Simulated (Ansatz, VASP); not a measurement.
# Cross-check of HfSi3O8 (amorphous 25HfO2-75SiO2 (mol %)) between VASP and Ansatz, part 2 of 2

One calculation is typed for both programs; each brings its own data sets. How far apart do they land? The cell is taken from a series of runs on this material, whose earlier steps may have relaxed, scaled, displaced or heated it; both programs get it as it stands.

VASP 6.6.1 and Ansatz 0.2.0.

So far. Step 2 (VASP: single point, PBE, pair 1): The run ends at a pressure of -2.91 GPa, with forces up to 3.5 eV/Å.

### Step 4. Comparison

Known differences besides the potentials themselves: the data sets hold 602 valence electrons in Ansatz (on its default PAW (the set named soft_2) files) and 490 in VASP; the cutoff is 420 eV in Ansatz and 520 eV in VASP (PREC = Accurate, projectors in real space). Total energies have different zeros and are not compared.

Both answers:

```tsv
quantity	Ansatz	VASP	difference
gap on the k mesh (eV)	3.062	3.003	+0.058
```

Forces on 9 of the 84 atoms, those with the largest forces and the largest differences (eV/Å; atoms numbered as in POSCAR):

```tsv
atom	Ansatz x, y, z	VASP x, y, z
Hf2	2.682, -1.304, 1.129	2.740, -1.317, 1.169
O32	-0.556, -0.345, -2.812	-0.593, -0.435, -3.017
O33	0.808, 2.159, 2.254	0.829, 2.313, 2.433
O41	-1.734, -1.985, -0.465	-1.892, -2.090, -0.381
O43	-0.153, 2.570, -0.730	-0.214, 2.780, -0.765
O50	0.905, 2.084, 0.101	0.971, 2.302, 0.017
O68	-1.737, 0.149, -2.181	-1.868, 0.117, -2.337
O75	2.245, -0.270, -0.352	2.473, -0.355, -0.390
O79	1.481, 1.556, -1.476	1.590, 1.728, -1.606
```

The forces differ by 70 meV/Å r.m.s., which is 7.2 % of the r.m.s. force of 0.970 eV/Å (both taken over all components). A gap on the mesh is an upper bound, since the band edges may lie between its points; neither run holds spin-orbit coupling, which can move the band edges of a compound of Hf.

### Step 5. Ansatz: single point, PBE, pair 2

A single point gives forces, pressure and levels at one fixed geometry, so differences don't come from the geometry; what else differs is listed under the comparison. The cell compared in this pair holds 1205.87 Å³, against 1240.18 Å³ for the pair before.

The cell is taken from a series of runs on this material, whose earlier steps may have relaxed, scaled, displaced or heated it; both programs get it as it stands.

Contents of input.yaml:

```yaml
crystal:
  lattice:
    - [10.35072, 0.17457, -0.06497]
    - [0.17457, 10.59854, 0.36348]
    - [-0.06497, 0.36348, 11.0082]
  atoms:
    - { symbol: Hf, position: [0.04107, 0.90694, 0.68807] }
    - { symbol: Hf, position: [0.51088, 0.51925, 0.60932] }
    - { symbol: Hf, position: [0.65329, 0.90499, 0.00166] }
    - { symbol: Hf, position: [0.43851, 0.80001, 0.73921] }
    - { symbol: Hf, position: [0.73515, 0.68347, 0.33253] }
    - { symbol: Hf, position: [0.30074, 0.95357, 0.94671] }
    - { symbol: Hf, position: [0.79039, 0.21603, 0.88106] }
    - { symbol: Si, position: [0.91605, 0.73072, 0.90911] }
    - { symbol: Si, position: [0.31402, 0.49471, 0.81706] }
    - { symbol: Si, position: [0.58931, 0.61138, 0.09207] }
    - { symbol: Si, position: [0.4429, 0.05255, 0.4065] }
    - { symbol: Si, position: [0.45417, 0.2244, 0.89219] }
    - { symbol: Si, position: [0.51562, 0.18553, 0.63039] }
    - { symbol: Si, position: [0.60469, 0.43286, 0.336] }
    - { symbol: Si, position: [0.4312, 0.77255, 0.40753] }
    - { symbol: Si, position: [0.99445, 0.21036, 0.62152] }
    - { symbol: Si, position: [0.73867, 0.53324, 0.84855] }
    - { symbol: Si, position: [0.11497, 0.54345, 0.02443] }
    - { symbol: Si, position: [0.02348, 0.68436, 0.47402] }
    - { symbol: Si, position: [0.32893, 0.31014, 0.3404] }
    - { symbol: Si, position: [0.32083, 0.68792, 0.15842] }
    - { symbol: Si, position: [0.02587, 0.06315, 0.07139] }
    - { symbol: Si, position: [0.94572, 0.82683, 0.25136] }
    - { symbol: Si, position: [0.18233, 0.42938, 0.56017] }
    - { symbol: Si, position: [0.70825, 0.98635, 0.70443] }
    - { symbol: Si, position: [0.71658, 0.01751, 0.27864] }
    - { symbol: Si, position: [0.08285, 0.30843, 0.18363] }
    - { symbol: Si, position: [0.8574, 0.25238, 0.3557] }
    - { symbol: O, position: [0.95763, 0.33316, 0.27004] }
    - { symbol: O, position: [0.91675, 0.22487, 0.49041] }
    - { symbol: O, position: [0.46352, 0.38252, 0.30857] }
    - { symbol: O, position: [0.66564, 0.01272, 0.13976] }
    - { symbol: O, position: [0.06551, 0.76558, 0.5867] }
    - { symbol: O, position: [0.43376, 0.59843, 0.09691] }
    - { symbol: O, position: [0.21508, 0.35321, 0.24576] }
    - { symbol: O, position: [0.09574, 0.1596, 0.16003] }
    - { symbol: O, position: [0.28608, 0.47206, 0.6681] }
    - { symbol: O, position: [0.9965, 0.93334, 0.15525] }
    - { symbol: O, position: [0.37396, 0.36396, 0.88292] }
    - { symbol: O, position: [0.41764, 0.60767, 0.78371] }
    - { symbol: O, position: [0.87889, 0.70009, 0.21194] }
    - { symbol: O, position: [0.0806, 0.33831, 0.62721] }
    - { symbol: O, position: [0.52091, 0.33594, 0.59195] }
    - { symbol: O, position: [0.82449, 0.12368, 0.29198] }
    - { symbol: O, position: [0.35893, 0.16059, 0.32466] }
    - { symbol: O, position: [0.11485, 0.55271, 0.48649] }
    - { symbol: O, position: [0.19601, 0.54701, 0.89547] }
    - { symbol: O, position: [0.30564, 0.82836, 0.08966] }
    - { symbol: O, position: [0.89586, 0.20661, 0.73422] }
    - { symbol: O, position: [0.62397, 0.75209, 0.12611] }
    - { symbol: O, position: [0.81487, 0.40138, 0.88254] }
    - { symbol: O, position: [0.37129, 0.91793, 0.40707] }
    - { symbol: O, position: [0.48869, 0.856, 0.90527] }
    - { symbol: O, position: [0.71821, 0.3286, 0.36212] }
    - { symbol: O, position: [0.12541, 0.02636, 0.96605] }
    - { symbol: O, position: [0.80694, 0.88533, 0.31928] }
    - { symbol: O, position: [0.83024, 0.65278, 0.81448] }
    - { symbol: O, position: [0.64641, 0.56621, 0.96612] }
    - { symbol: O, position: [0.19246, 0.60715, 0.13391] }
    - { symbol: O, position: [0.2795, 0.3542, 0.47197] }
    - { symbol: O, position: [0.08631, 0.08311, 0.62964] }
    - { symbol: O, position: [0.89523, 0.1337, 0.01436] }
    - { symbol: O, position: [0.85141, 0.93893, 0.66559] }
    - { symbol: O, position: [0.81782, 0.82229, 0.97735] }
    - { symbol: O, position: [0.3528, 0.6952, 0.30568] }
    - { symbol: O, position: [0.98195, 0.62302, 0.00281] }
    - { symbol: O, position: [0.59744, 0.88282, 0.68002] }
    - { symbol: O, position: [0.65059, 0.52839, 0.72306] }
    - { symbol: O, position: [0.07486, 0.39829, 0.05834] }
    - { symbol: O, position: [0.60265, 0.2489, 0.92403] }
    - { symbol: O, position: [0.59421, 0.04521, 0.36586] }
    - { symbol: O, position: [0.66278, 0.12429, 0.63467] }
    - { symbol: O, position: [0.05643, 0.78112, 0.35365] }
    - { symbol: O, position: [0.6537, 0.52876, 0.21871] }
    - { symbol: O, position: [0.58138, 0.78431, 0.3747] }
    - { symbol: O, position: [0.39192, 0.11182, 0.97994] }
    - { symbol: O, position: [0.42482, 0.70367, 0.5495] }
    - { symbol: O, position: [0.43263, 0.1015, 0.54225] }
    - { symbol: O, position: [0.02801, 0.81394, 0.84713] }
    - { symbol: O, position: [0.43911, 0.16729, 0.75777] }
    - { symbol: O, position: [0.70694, 0.02353, 0.84902] }
    - { symbol: O, position: [0.60771, 0.53447, 0.44261] }
    - { symbol: O, position: [0.86992, 0.65156, 0.46381] }
    - { symbol: O, position: [0.27498, 0.89328, 0.77016] }
kpoints:
  mp_grid: { grid: [1, 1, 1] }
hamiltonian:
  xc: pbe
scf:
  occupations: { method: fermi_dirac, width: 0.025 }
output:
  forces: true
  stress: true
  populations: true
  dos:
    method: { smearing: { sigma: 0.08 } }
    de: 0.05
    projected: { site_lists: { Hf: [Hf], O: [O], Si: [Si] } }
  eigenvalues: true
  write_density: true
  write_potential: true
  volumetric_format: npy
```

Run with:

```bash
ansatz run input.yaml --threads 4 --pin off --max-ram 8192MiB --backend cpu --events-out ev --progress --plain --runs-dir out
```

Numbers of over 12 decimals in the logs are rounded to 6 here.

What it wrote:

```text
[...]
Crystal: 84 atoms, lattice volume = 1205.871 Å³
Basis set: ecut = 420 eV, 23589 PW (Γ), exchange–correlation on 144×144×150 points (8 copies of the dense FFT grid, shifted against one another)
Bands: 385, of which v1, the nominal top of the filled ones, is band 301 counted from 1 (300 counted from 0)
Symmetry: 1 space group operations
[...]
k-points: 1
[...]
--- Löwdin populations: 84 sites ---
  site symbol       q [e]
     0     Hf     24.4154
     1     Hf     24.4485
     2     Hf     24.4642
     3     Hf     24.4646
     4     Hf     24.4573
     5     Hf     24.4512
     6     Hf     24.4357
     7     Si      2.2682
[...]
80      O      6.7644
    81      O      6.7276
    82      O      6.7207
    83      O      6.6783
  spilling = 0.008911 (of n_electrons = 602.000000)
[key lines of the parts left out:]
SCF converged after 10 iterations
Free energy (F): -155277.974917 eV
Fermi energy:    6.144144 eV
P = ⅓ Tr σ = -0.0098 GPa (-0.098 kbar)
```

### Step 6. VASP: single point, PBE, pair 2

The same cell, functional, mesh and smearing now go to VASP, with its own data sets.

Contents of INCAR:

```
SYSTEM = HfSi3O8
PREC = Accurate
ENCUT = 600
EDIFF = 1E-06
NELM = 120
ISMEAR = -1
SIGMA = 0.025
LREAL = Auto
ALGO = Normal
GGA = PE
NBANDS = 304
LASPH = .TRUE.
LORBIT = 11
LWAVE = .FALSE.
LCHARG = .FALSE.
ISIF = 2
GGA_COMPAT = .FALSE.
EFERMI = MIDGAP
NCORE = 2
```

Contents of POSCAR:

```
HfSi3O8
1.0
   10.3507200000      0.1745700000     -0.0649700000
    0.1745700000     10.5985400000      0.3634800000
   -0.0649700000      0.3634800000     11.0082000000
Hf Si O
7 21 56
Direct
    0.0410700000      0.9069400000      0.6880700000
    0.5108800000      0.5192500000      0.6093200000
    0.6532900000      0.9049900000      0.0016600000
    0.4385100000      0.8000100000      0.7392100000
    0.7351500000      0.6834700000      0.3325300000
    0.3007400000      0.9535700000      0.9467100000
    0.7903900000      0.2160300000      0.8810600000
    0.9160500000      0.7307200000      0.9091100000
    0.3140200000      0.4947100000      0.8170600000
    0.5893100000      0.6113800000      0.0920700000
    0.4429000000      0.0525500000      0.4065000000
    0.4541700000      0.2244000000      0.8921900000
    0.5156200000      0.1855300000      0.6303900000
    0.6046900000      0.4328600000      0.3360000000
    0.4312000000      0.7725500000      0.4075300000
    0.9944500000      0.2103600000      0.6215200000
    0.7386700000      0.5332400000      0.8485500000
    0.1149700000      0.5434500000      0.0244300000
    0.0234800000      0.6843600000      0.4740200000
    0.3289300000      0.3101400000      0.3404000000
    0.3208300000      0.6879200000      0.1584200000
    0.0258700000      0.0631500000      0.0713900000
    0.9457200000      0.8268300000      0.2513600000
    0.1823300000      0.4293800000      0.5601700000
    0.7082500000      0.9863500000      0.7044300000
    0.7165800000      0.0175100000      0.2786400000
    0.0828500000      0.3084300000      0.1836300000
    0.8574000000      0.2523800000      0.3557000000
    0.9576300000      0.3331600000      0.2700400000
    0.9167500000      0.2248700000      0.4904100000
    0.4635200000      0.3825200000      0.3085700000
    0.6656400000      0.0127200000      0.1397600000
    0.0655100000      0.7655800000      0.5867000000
    0.4337600000      0.5984300000      0.0969100000
    0.2150800000      0.3532100000      0.2457600000
    0.0957400000      0.1596000000      0.1600300000
    0.2860800000      0.4720600000      0.6681000000
    0.9965000000      0.9333400000      0.1552500000
    0.3739600000      0.3639600000      0.8829200000
    0.4176400000      0.6076700000      0.7837100000
    0.8788900000      0.7000900000      0.2119400000
    0.0806000000      0.3383100000      0.6272100000
    0.5209100000      0.3359400000      0.5919500000
    0.8244900000      0.1236800000      0.2919800000
    0.3589300000      0.1605900000      0.3246600000
    0.1148500000      0.5527100000      0.4864900000
    0.1960100000      0.5470100000      0.8954700000
    0.3056400000      0.8283600000      0.0896600000
    0.8958600000      0.2066100000      0.7342200000
    0.6239700000      0.7520900000      0.1261100000
    0.8148700000      0.4013800000      0.8825400000
    0.3712900000      0.9179300000      0.4070700000
    0.4886900000      0.8560000000      0.9052700000
    0.7182100000      0.3286000000      0.3621200000
    0.1254100000      0.0263600000      0.9660500000
    0.8069400000      0.8853300000      0.3192800000
    0.8302400000      0.6527800000      0.8144800000
    0.6464100000      0.5662100000      0.9661200000
    0.1924600000      0.6071500000      0.1339100000
    0.2795000000      0.3542000000      0.4719700000
    0.0863100000      0.0831100000      0.6296400000
    0.8952300000      0.1337000000      0.0143600000
    0.8514100000      0.9389300000      0.6655900000
    0.8178200000      0.8222900000      0.9773500000
    0.3528000000      0.6952000000      0.3056800000
    0.9819500000      0.6230200000      0.0028100000
    0.5974400000      0.8828200000      0.6800200000
    0.6505900000      0.5283900000      0.7230600000
    0.0748600000      0.3982900000      0.0583400000
    0.6026500000      0.2489000000      0.9240300000
    0.5942100000      0.0452100000      0.3658600000
    0.6627800000      0.1242900000      0.6346700000
    0.0564300000      0.7811200000      0.3536500000
    0.6537000000      0.5287600000      0.2187100000
    0.5813800000      0.7843100000      0.3747000000
    0.3919200000      0.1118200000      0.9799400000
    0.4248200000      0.7036700000      0.5495000000
    0.4326300000      0.1015000000      0.5422500000
    0.0280100000      0.8139400000      0.8471300000
    0.4391100000      0.1672900000      0.7577700000
    0.7069400000      0.0235300000      0.8490200000
    0.6077100000      0.5344700000      0.4426100000
    0.8699200000      0.6515600000      0.4638100000
    0.2749800000      0.8932800000      0.7701600000
```

Contents of KPOINTS:

```
Automatic mesh
0
Gamma
1 1 1
0 0 0
```

PAW data sets: Hf_pv, Si and O (PBE family, release 64).

Run with:

```bash
mpirun -np 8 vasp_gam
```

What it wrote:

```text
[... set-up lines as in an earlier step ...]
 entering main loop
       N       E                     dE             d eps       ncg     rms          rms(c)
DAV:   1     0.494247569866E+04    0.49425E+04   -0.31826E+05   608   0.178E+03
DAV:   2    -0.370626668866E+03   -0.53131E+04   -0.51520E+04   760   0.429E+02
DAV:   3    -0.800790939779E+03   -0.43016E+03   -0.42750E+03   704   0.123E+02
DAV:   4    -0.810768388551E+03   -0.99774E+01   -0.99358E+01   736   0.199E+01
[...]
DAV:  17    -0.702199871497E+03    0.20083E-04   -0.63060E-05   768   0.303E-02    0.127E-02
DAV:  18    -0.702199873701E+03   -0.22049E-05   -0.44646E-05   712   0.172E-02    0.893E-03
DAV:  19    -0.702199873180E+03    0.52182E-06   -0.40754E-06   544   0.471E-03
   1 F= -.70219987E+03 E0= -.70219987E+03  d E =0.000000E+00
```

OUTCAR, selected parts (step 6):

```text
  Total       -4.9086146     -4.6121510     -4.4778872      0.1451635      0.2538622      0.3029229
  in kB       -6.5218162     -6.1279207     -5.9495315      0.1928710      0.3372933      0.4024776
  external PRESSURE =      -6.1997561 kB  Pullay stress =       0.0000000 kB

 POSITION                                       TOTAL-FORCE (eV/Angst)
 -----------------------------------------------------------------------------------
      0.53872      9.86951      7.90140        -0.055212     -0.037579      0.015782
      5.33903      5.81395      6.86306         0.095282     -0.019011     -0.002454
      6.91990      9.70622      0.30478         0.081431     -0.047704      0.043229
      4.63053      8.82418      8.39967         0.041276      0.025143      0.066520
      7.70704      7.49299      3.86122         0.055435      0.105901     -0.003116
      3.21783     10.50306     10.74864        -0.025280      0.005253      0.028851
      8.16158      2.74783      9.72606         0.025346      0.044826     -0.001069
      9.55027      8.23492     10.21375         0.013202     -0.012182      0.020706
      3.28361      5.59501      9.15378        -0.014793     -0.000125      0.002178
      6.20053      6.61608      1.19746         0.023018     -0.066023     -0.018186
      4.56710      0.78202      4.46516        -0.013915     -0.027059     -0.013843
      4.68219      2.78189      9.87346        -0.061712      0.020962      0.016426
      5.32847      2.28549      6.97340        -0.018077      0.005526     -0.017045
[...]
-----------------------------------------------------------------------------------
    total drift:                                0.007385      0.007482      0.020610

  FREE ENERGIE OF THE ION-ELECTRON SYSTEM (eV)
  ---------------------------------------------------
  free  energy   TOTEN  =      -702.1998731797 eV

  energy  without entropy=     -702.1998731797  energy(sigma->0) =     -702.19987318

[... 1 part as in an earlier step ...]

[... 2 further parts left out ...]
[key lines of the parts left out:]
E-fermi :   2.9563
```

The run ends at a pressure of -0.62 GPa, with forces up to 0.23 eV/Å.

### Step 7. Differences

What differs besides the data sets and the points named for the pairs above, as far as they apply: the data sets hold 602 valence electrons in Ansatz (on its default PAW (the set named soft_2) files) and 490 in VASP; the cutoff is 420 eV in Ansatz and 600 eV in VASP (PREC = Accurate, projectors in real space). Total energies have different zeros and are not compared.

Both answers:

```tsv
quantity	Ansatz	VASP	difference
pressure (GPa)	-0.01	-0.62	+0.61
gap on the k mesh (eV)	4.361	4.324	+0.037
```

Forces on 7 of the 84 atoms, those with the largest forces and the largest differences (eV/Å; atoms numbered as in POSCAR):

```tsv
atom	Ansatz x, y, z	VASP x, y, z
O32	0.001, 0.000, -0.005	-0.023, -0.115, -0.187
O49	-0.008, 0.005, 0.006	-0.128, 0.012, 0.191
O51	0.004, 0.002, 0.000	-0.001, -0.225, 0.003
O55	0.002, 0.002, -0.003	0.206, -0.082, -0.059
O64	0.001, -0.001, 0.000	-0.196, 0.100, 0.037
O70	0.013, 0.001, -0.001	0.220, -0.016, -0.033
O75	0.001, 0.002, -0.002	0.188, -0.100, -0.059
```

The forces differ by 66 meV/Å r.m.s., where the r.m.s. force is 0.005 eV/Å in Ansatz and 0.067 eV/Å in VASP: the atoms lie near their places of rest in Ansatz, so a percentage would say little (all taken over all components). A gap on the mesh is an upper bound, since the band edges may lie between its points; neither run holds spin-orbit coupling, which can move the band edges of a compound of Hf.

### Step 8. What came out

| Quantity | Value |
| --- | --- |
| r.m.s. force difference (single point, PBE, pair 1) | 7.2 % of the r.m.s. force |
| difference in gap on the k mesh (single point, PBE, pair 1) | 0.058 eV |
| r.m.s. force difference (single point, PBE, pair 2) | 66 meV/Å |
| difference in pressure (single point, PBE, pair 2) | 0.61 GPa |

**Reading.** The r.m.s. force difference is 66 meV/Å (single point, PBE, pair 2), beyond the 12 meV/Å picked in this series as the mark of a large difference. The data sets hold unlike numbers of valence electrons (602 in Ansatz and 490 in VASP), so part of the differences comes from the potentials. What causes the difference of the single point, PBE, pair 1 pair stays open here. What causes the difference of the single point, PBE, pair 2 pair stays open here. How closely two codes agree says nothing of how well the functional describes the real material.

[Lines on the potential files, build, host, timing and source positions are cut from VASP's logs without a mark.]

[Logs are printed without paths, hosts, clocks, repeated set-up lines and the standing remarks that a program may print on its own settings, such as how far it seeks lower states.]

[Hosts, paths, dates, database ids (printed as entryN), source tags and the programs' standing remarks are cut or masked in the printed files.]
